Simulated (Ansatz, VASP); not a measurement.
# Ba2H3F: VASP beside Ansatz, part 2 of 3

Aim: how closely do two programs agree when they are given the same cell, functional and k mesh? The cell is generated by rule, not measured, and may not be a known phase. The cell is taken from a series of runs on this material, whose earlier steps may have relaxed, scaled, displaced or heated it; both programs get it as it stands.

VASP 6.6.1 and Ansatz 0.2.0.

So far: Starting point; Ansatz: zone-centre phonons, PBEsol.

**3. VASP: zone-centre phonons, PBEsol**

Level of this step: PBEsol; plane waves and PAW (Ba_sv, H, F); invented cell (VASP).

The same cell, functional and mesh now go to VASP, with its own data sets.

Lines of VASP's logs that name or quote its potential files are left out, and so is its time.

The input, INCAR:

```
SYSTEM = Ba2H3F
PREC = Accurate
ENCUT = 600
EDIFF = 1E-08
NELM = 120
ISMEAR = 0
SIGMA = 0.01
LREAL = .FALSE.
ALGO = Normal
GGA = PS
NBANDS = 21
LORBIT = 11
LWAVE = .FALSE.
LCHARG = .FALSE.
ISIF = 2
IBRION = 8
LEPSILON = .TRUE.
LASPH = .TRUE.
GGA_COMPAT = .FALSE.
EFERMI = MIDGAP
KPAR = 2
```

The input, POSCAR:

```
Ba2H3F
1.0
    4.2935918184      0.0000028188      0.0000000000
   -2.1467983504      3.7183581789      0.0000000000
    0.0000000000      0.0000000000      5.9791168191
Ba H F
2 3 1
Direct
    0.6666666667      0.3333333333      0.7496983071
    0.3333333333      0.6666666667      0.2503016929
    0.6666666667      0.3333333333      0.2920896742
    0.3333333333      0.6666666667      0.7079103258
    0.0000000000      0.0000000000      0.5000000000
    0.0000000000      0.0000000000      0.0000000000
```

The input, KPOINTS:

```
Automatic mesh
0
Gamma
6 6 4
0 0 0
```

The projector-augmented-wave data sets are Ba_sv, H and F (PBE family, release 64).

Launch:

```
mpirun -np 2 vasp_std
```

Output:

```text
[banner, memory and clock lines left out]
running    2 mpi-ranks, on    1 nodes
 distrk:  each k-point on    1 cores,    2 groups
 distr:  one band on    1 cores,    1 groups

 POSCAR found type information on POSCAR BaH F
 POSCAR found :  3 types and       6 ions
|                                                                             |
|               ----> ADVICE to this user running VASP <----                  |
|                                                                             |
|     You enforced a specific xc type in the INCAR file but a different       |
|     [... a line on the potential file left out ...]
|     I HOPE YOU KNOW WHAT YOU ARE DOING!                                     |
|                                                                             |

 LDA part: xc-table for (Slater+PW92), standard interpolation
 POSCAR, INCAR and KPOINTS ok, starting setup
 FFT: planning ... GRIDC
 FFT: planning ... GRID_SOFT
 FFT: planning ... GRID
 WAVECAR not read
 entering main loop
       N       E                     dE             d eps       ncg     rms          rms(c)
DAV:   1     0.193457363196E+03    0.19346E+03   -0.14750E+04  1008   0.142E+03
DAV:   2    -0.142307690555E+02   -0.20769E+03   -0.19864E+03  1487   0.258E+02
DAV:   3    -0.252969368926E+02   -0.11066E+02   -0.11016E+02  1305   0.638E+01
DAV:   4    -0.255290251810E+02   -0.23209E+00   -0.23181E+00  1481   0.779E+00
DAV:   5    -0.255335036155E+02   -0.44784E-02   -0.44781E-02  1314   0.853E-01    0.874E+00
DAV:   6    -0.241141588846E+02    0.14193E+01   -0.36101E+00  1153   0.108E+01    0.497E+00
DAV:   7    -0.238905596028E+02    0.22360E+00   -0.79771E-01  1269   0.484E+00    0.181E+00
DAV:   8    -0.238782321849E+02    0.12327E-01   -0.11963E-01  1230   0.169E+00    0.570E-01
DAV:   9    -0.238820184956E+02   -0.37863E-02   -0.12213E-02  1243   0.698E-01    0.122E-01
DAV:  10    -0.238819088154E+02    0.10968E-03   -0.71348E-04  1287   0.159E-01    0.593E-02
DAV:  11    -0.238819610963E+02   -0.52281E-04   -0.14289E-04  1163   0.825E-02    0.162E-02
DAV:  12    -0.238819651581E+02   -0.40617E-05   -0.93799E-06  1281   0.191E-02    0.844E-03
DAV:  13    -0.238819654131E+02   -0.25508E-06   -0.20175E-06  1223   0.104E-02    0.100E-03
DAV:  14    -0.238819653331E+02    0.80092E-07   -0.24743E-07  1363   0.301E-03    0.830E-04
DAV:  15    -0.238819652658E+02    0.67215E-07   -0.35095E-08  1221   0.127E-03    0.179E-04
DAV:  16    -0.238819652625E+02    0.33351E-08   -0.17095E-09   769   0.291E-04
   1 F= -.23881965E+02 E0= -.23881965E+02  d E =0.000000E+00
 Linear response reoptimize wavefunctions to high precision
DAV:   1    -0.238819652679E+02   -0.54379E-08   -0.53413E-10   800   0.157E-04
DAV:   2    -0.238819652680E+02   -0.37289E-10   -0.70215E-11   724   0.534E-05
 Linear response G [H, r] |phi>, progress :
  Direction:   1
       N       E                     dE             d eps       ncg     rms
RMM:   1    -0.106737708840E+03   -0.10674E+03    0.71491E+02  2168   0.114E+02
RMM:   2    -0.111748355732E+03   -0.50106E+01   -0.26836E+01  1979   0.201E+01
RMM:   3    -0.112562681668E+03   -0.81433E+00   -0.59282E+00  2262   0.608E+00
RMM:   4    -0.112632862973E+03   -0.70181E-01   -0.76109E-01  2263   0.182E+00
RMM:   5    -0.112645665122E+03   -0.12802E-01   -0.13439E-01  2365   0.682E-01
RMM:   6    -0.112648762757E+03   -0.30976E-02   -0.18965E-02  2315   0.247E-01
RMM:   7    -0.112649229055E+03   -0.46630E-03   -0.84135E-03  2405   0.103E-01
RMM:   8    -0.112649319113E+03   -0.90058E-04    0.20790E-03  2382   0.420E-02
RMM:   9    -0.112649342831E+03   -0.23718E-04    0.14201E-03  2353   0.202E-02
RMM:  10    -0.112649349596E+03   -0.67648E-05    0.76404E-04  2266   0.115E-02
RMM:  11    -0.112649348583E+03    0.10133E-05   -0.19615E-04  2089   0.699E-03
RMM:  12    -0.112649351634E+03   -0.30512E-05   -0.15143E-04  1873   0.503E-03
RMM:  13    -0.112649349629E+03    0.20048E-05    0.66267E-04  1693   0.392E-03
RMM:  14    -0.112649349627E+03    0.22190E-08    0.35765E-04  1624   0.344E-03
RMM:  15    -0.112649352790E+03   -0.31632E-05    0.12562E-04  1609   0.313E-03
RMM:  16    -0.112649351806E+03    0.98453E-06    0.11077E-04  1598   0.300E-03
RMM:  17    -0.112649352417E+03   -0.61103E-06   -0.97693E-05  1583   0.291E-03
RMM:  18    -0.112649351534E+03    0.88291E-06   -0.55680E-05  1562   0.287E-03
 Linear response G [H, r] |phi>, progress :
  Direction:   2
       N       E                     dE             d eps       ncg     rms
RMM:   1    -0.104422415365E+03   -0.10442E+03    0.72874E+02  2161   0.113E+02
RMM:   2    -0.110183585635E+03   -0.57612E+01   -0.26612E+01  1974   0.200E+01
RMM:   3    -0.110963374313E+03   -0.77979E+00   -0.52229E+00  2264   0.604E+00
RMM:   4    -0.111038072444E+03   -0.74698E-01   -0.62976E-01  2297   0.179E+00
[...]
RMM:  12    -0.231527079964E+00   -0.10740E-06   -0.67577E-07  2272   0.112E-04    0.689E-06
RMM:  13    -0.231527087861E+00   -0.78972E-08   -0.52383E-07  2369   0.916E-05    0.284E-06
RMM:  14    -0.231527095250E+00   -0.73886E-08   -0.41810E-07  2170   0.844E-05    0.130E-06
RMM:  15    -0.231527091016E+00    0.42341E-08   -0.42822E-07  1953   0.798E-05    0.340E-07
RMM:  16    -0.231527094897E+00   -0.38809E-08   -0.42394E-07  1779   0.780E-05    0.146E-07
[...]
RMM:  11    -0.180284822071E-01    0.21454E-07    0.20157E-07  2343   0.651E-05    0.385E-06
RMM:  12    -0.180285046793E-01   -0.22472E-07    0.96737E-08  2328   0.397E-05    0.189E-06
RMM:  13    -0.180285013618E-01    0.33175E-08    0.39124E-08  2239   0.270E-05    0.630E-07
 first order change of Fermi-energy   0.42333E+00
 force on displaced ion       3 direction 3 :  -0.000   0.000  -0.826
 Born effective charge ion    3 direction 3 :   0.000   0.000  -1.053
 Linear response progress:
  Degree of freedom:   5/  8
       N       E                     dE             d eps       ncg     rms          rms(c)
RMM:   1    -0.157875856022E-01   -0.15788E-01   -0.10098E-02  3499   0.319E-01
RMM:   2    -0.154979720300E-01    0.28961E-03   -0.39373E-04  3616   0.570E-02    0.694E-02
RMM:   3    -0.157954949941E-01   -0.29752E-03   -0.14430E-04  3491   0.359E-02    0.393E-02
RMM:   4    -0.164017383537E-01   -0.60624E-03   -0.11987E-04  3378   0.386E-02    0.340E-03
RMM:   5    -0.164145033680E-01   -0.12765E-04   -0.66730E-06  3815   0.733E-03    0.113E-03
RMM:   6    -0.164201162088E-01   -0.56128E-05    0.51259E-08  4145   0.250E-03    0.441E-04
RMM:   7    -0.164224945747E-01   -0.23784E-05   -0.35183E-07  4076   0.986E-04    0.157E-04
RMM:   8    -0.164209229746E-01    0.15716E-05    0.75568E-08  4365   0.398E-04    0.573E-05
RMM:   9    -0.164211236169E-01   -0.20064E-06    0.41037E-09  4368   0.176E-04    0.153E-05
RMM:  10    -0.164210375611E-01    0.86056E-07    0.13466E-08  4685   0.775E-05    0.948E-06
RMM:  11    -0.164210442749E-01   -0.67138E-08   -0.35984E-09  4666   0.364E-05    0.210E-06
 first order change of Fermi-energy   0.14103E-03
 force on displaced ion       5 direction 1 :  -1.041  -0.000   0.000
 Born effective charge ion    5 direction 1 :  -1.335  -0.000   0.000
 Linear response progress:
  Degree of freedom:   6/  8
       N       E                     dE             d eps       ncg     rms          rms(c)
RMM:   1    -0.159159239485E-01   -0.15916E-01   -0.11006E-02  1753   0.319E-01
RMM:   2    -0.155114151173E-01    0.40451E-03   -0.41585E-04  1807   0.630E-02    0.702E-02
RMM:   3    -0.157568007807E-01   -0.24539E-03   -0.14763E-04  1794   0.380E-02    0.370E-02
RMM:   4    -0.162441089163E-01   -0.48731E-03   -0.15157E-04  1883   0.401E-02    0.493E-03
RMM:   5    -0.162674300660E-01   -0.23321E-04   -0.13532E-05  1995   0.791E-03    0.175E-03
RMM:   6    -0.162629214251E-01    0.45086E-05   -0.44588E-06  2025   0.319E-03    0.411E-04
RMM:   7    -0.162684345928E-01   -0.55132E-05   -0.22626E-06  2189   0.101E-03    0.166E-04
RMM:   8    -0.162668944147E-01    0.15402E-05   -0.95977E-07  2143   0.404E-04    0.367E-05
RMM:   9    -0.162668145959E-01    0.79819E-07   -0.61748E-07  2304   0.153E-04    0.108E-05
RMM:  10    -0.162667690293E-01    0.45567E-07   -0.24608E-07  2410   0.613E-05    0.493E-06
RMM:  11    -0.162667705476E-01   -0.15182E-08   -0.14577E-07  2235   0.311E-05    0.272E-06
RMM:  12    -0.162667586079E-01    0.11940E-07   -0.68940E-08  2163   0.188E-05    0.732E-07
RMM:  13    -0.162667522086E-01    0.63993E-08   -0.31382E-08  2005   0.128E-05    0.601E-07
 first order change of Fermi-energy  -0.44732E-04
 force on displaced ion       5 direction 3 :   0.000   0.000  -2.041
 Born effective charge ion    5 direction 3 :  -0.000   0.000  -0.735
 Linear response progress:
  Degree of freedom:   7/  8
       N       E                     dE             d eps       ncg     rms          rms(c)
RMM:   1    -0.535091662971E+00   -0.53509E+00    0.65921E-01  3740   0.327E+00
RMM:   2    -0.533499149974E+00    0.15925E-02   -0.80737E-03  3129   0.419E-01    0.740E-02
RMM:   3    -0.534717375200E+00   -0.12182E-02   -0.10375E-03  3601   0.117E-01    0.433E-02
RMM:   4    -0.536143677533E+00   -0.14263E-02   -0.30667E-04  3509   0.838E-02    0.100E-02
RMM:   5    -0.536172284611E+00   -0.28607E-04   -0.61658E-05  4081   0.203E-02    0.425E-03
RMM:   6    -0.536136311166E+00    0.35973E-04   -0.40249E-06  4014   0.748E-03    0.888E-04
RMM:   7    -0.536134717479E+00    0.15937E-05   -0.60892E-07  4439   0.218E-03    0.328E-04
RMM:   8    -0.536131586075E+00    0.31314E-05    0.11930E-07  4395   0.831E-04    0.899E-05
RMM:   9    -0.536131305553E+00    0.28052E-06    0.32387E-07  4589   0.319E-04    0.354E-05
RMM:  10    -0.536131234143E+00    0.71411E-07   -0.18653E-08  4811   0.132E-04    0.182E-05
RMM:  11    -0.536131223103E+00    0.11040E-07   -0.96711E-09  4882   0.799E-05    0.146E-05
RMM:  12    -0.536131209116E+00    0.13987E-07   -0.20443E-08  4182   0.709E-05    0.273E-06
RMM:  13    -0.536131199564E+00    0.95523E-08   -0.42981E-08  4285   0.597E-05    0.112E-06
 first order change of Fermi-energy  -0.13307E-04
 force on displaced ion       6 direction 1 :  -1.319  -0.000   0.000
 Born effective charge ion    6 direction 1 :  -1.587  -0.000   0.000
 Linear response progress:
  Degree of freedom:   8/  8
       N       E                     dE             d eps       ncg     rms          rms(c)
RMM:   1    -0.543232472209E+00   -0.54323E+00    0.65557E-01  1843   0.327E+00
RMM:   2    -0.541033930033E+00    0.21985E-02   -0.79208E-03  1582   0.423E-01    0.779E-02
RMM:   3    -0.542160744050E+00   -0.11268E-02   -0.96313E-04  1812   0.117E-01    0.440E-02
RMM:   4    -0.543518346778E+00   -0.13576E-02   -0.33359E-04  1825   0.795E-02    0.934E-03
RMM:   5    -0.543482324047E+00    0.36023E-04   -0.58079E-05  2128   0.195E-02    0.435E-03
RMM:   6    -0.543456101161E+00    0.26223E-04   -0.56974E-06  2015   0.749E-03    0.710E-04
RMM:   7    -0.543470126904E+00   -0.14026E-04   -0.13194E-06  2282   0.231E-03    0.398E-04
RMM:   8    -0.543466789537E+00    0.33374E-05    0.88944E-07  2100   0.905E-04    0.590E-05
RMM:   9    -0.543466462231E+00    0.32731E-06    0.12098E-06  2428   0.336E-04    0.368E-05
RMM:  10    -0.543466049714E+00    0.41252E-06   -0.30984E-08  2207   0.163E-04    0.964E-06
RMM:  11    -0.543466068090E+00   -0.18376E-07   -0.29396E-08  2388   0.999E-05    0.407E-06
RMM:  12    -0.543466114922E+00   -0.46831E-07   -0.53386E-08  2254   0.819E-05    0.180E-06
RMM:  13    -0.543466084853E+00    0.30069E-07   -0.74395E-09  2136   0.746E-05    0.683E-07
RMM:  14    -0.543466091228E+00   -0.63754E-08   -0.20274E-08  1955   0.714E-05    0.304E-07
 first order change of Fermi-energy  -0.55884E-04
 force on displaced ion       6 direction 3 :  -0.000   0.000  -2.863
 Born effective charge ion    6 direction 3 :   0.000   0.000  -1.601
 Born effective charges drift removed
 Linear response finished
```

(Continued in part 3 of 3.)

[Lines on the potential files, build, host, timing and source positions are cut from VASP's logs without a mark.]

[Logs are printed without paths, hosts, clocks, repeated set-up lines and the standing remarks that a program may print on its own settings, such as how far it seeks lower states.]

[Hosts, paths, dates, database ids (printed as entryN), source tags and the programs' standing remarks are cut or masked in the printed files.]
